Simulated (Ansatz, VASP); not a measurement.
## Two plane-wave programs on NbCd3

```
CELL_PARAMETERS angstrom
4.21500 0.00000 0.00000
0.00000 4.21500 0.00000
0.00000 0.00000 4.21500
ATOMIC_POSITIONS crystal
Nb 0.00000 0.00000 0.00000
Cd 0.00000 0.50000 0.50000
Cd 0.50000 0.00000 0.50000
Cd 0.50000 0.50000 0.00000
```

Alike in both runs: task single point; functional r2SCAN; k mesh 2 × 2 × 2; occupations gaussian, width 0.1 eV; no spin polarisation.

|  | VASP | Ansatz |
| --- | --- | --- |
| version | VASP 6.6.1 | Ansatz 0.2.0 |
| potentials or method | VASP PAW PBE potentials, release 64 (Nb_sv, Cd) | scalar-relativistic, plane waves, PAW |
| plane-wave cutoff (eV) | 520 | 500 |
| valence electrons in the cell | 49 | 73 |

```tsv
	VASP	Ansatz	Ansatz less VASP
gap on the k mesh at the Fermi level (eV)	none	none	-
pressure (GPa)	5.0	4.3	-0.71
```

A gap of «none» marks a metal or a gap that the smearing closes. The functional is the same, so the differences come from potentials, cutoffs and numerics. The two sets of potentials don't hold the same shells in valence.

Caveats: the k mesh is coarse (spacing up to 0.75 Å⁻¹), so the values aren't converged; the PAW data sets were made with another functional, which shifts forces and pressure a little (VASP).
